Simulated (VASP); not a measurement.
A cell of ZrO2 (fluorite) near equilibrium:

```
CELL_PARAMETERS angstrom
      0.00000     2.55920     2.55920
      2.55920     0.00000     2.55920
      2.55920     2.55920     0.00000
ATOMIC_POSITIONS crystal
  Zr 0.00000 0.00000 0.00000
  O  0.25000 0.25000 0.25000
  O  0.75000 0.75000 0.75000
```

Method: PBE GGA, VASP's PBE PAW potentials (set 64) (plane waves; VASP).

```
run               ΔE (meV/atom)     σxx     σyy     σzz  largest shear component, with its sign (GPa)  largest force (eV/Å)  gap (eV)
----------------  -------------  ------  ------  ------  --------------------------------------------  --------------------  --------
as it is                    0.0   -0.28   -0.28   -0.28                                          0.00                 0.000      3.31
after one change           59.4  -17.58  -17.58  -17.58                                          0.00                 0.000      3.06
```
Stress is in GPa, positive when the cell is compressed; gaps are those on the k-mesh, and 0.00 means metallic.

Problem. What was changed between the two runs?
A. atom 3 (O) moved by -0.150 Å along z
B. biaxial strain of -2.0 % in the xz plane
C. isotropic strain of +3.0 %
D. isotropic strain of +1.0 %

Solution. C, isotropic strain of +3.0 %

The compound is ZrO2 in the fluorite structure, the high-temperature cubic form, which is unstable at 0 K; the monoclinic form is the stable one.
